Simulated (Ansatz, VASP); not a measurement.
# Two plane-wave programs on Ta3Cd

```
CELL_PARAMETERS angstrom
5.60646 0.00000 0.00000
-2.80323 4.85534 0.00000
0.00000 0.00000 2.81442
ATOMIC_POSITIONS crystal
Ta 0.50000 0.00000 0.00000
Ta 0.00000 0.50000 0.00000
Ta 0.50000 0.50000 0.00000
Cd 0.00000 0.00000 0.50000
```

Alike in both runs: functional PBE; k mesh 6 × 6 × 6; occupations gaussian, width 0.1 eV; no spin polarisation.

Ansatz relaxed the structure, and its values are those at the end. VASP's run is a single point on that final structure, the one shown.

```csv
,VASP,Ansatz
version,VASP 6.6.1,Ansatz 0.2.0
potentials or method,"VASP PAW PBE potentials, release 64 (Ta_pv, Cd)","scalar-relativistic, plane waves, PAW"
plane-wave cutoff (eV),520,420
valence electrons in the cell,45,59
```

```csv
,VASP,Ansatz,Ansatz less VASP
gap on the k mesh at the Fermi level (eV),none,none,-
pressure (GPa),0.0,-0.3,-0.29
```

A gap of «none» marks a metal or a gap that the smearing closes. The functional is the same, so the differences come from potentials, cutoffs and numerics. The two sets of potentials don't hold the same shells in valence.

Caveats: the k mesh is coarse (spacing up to 0.37 Å⁻¹), so the values aren't converged. Spin-orbit coupling is left out, which matters for the levels of Ta.
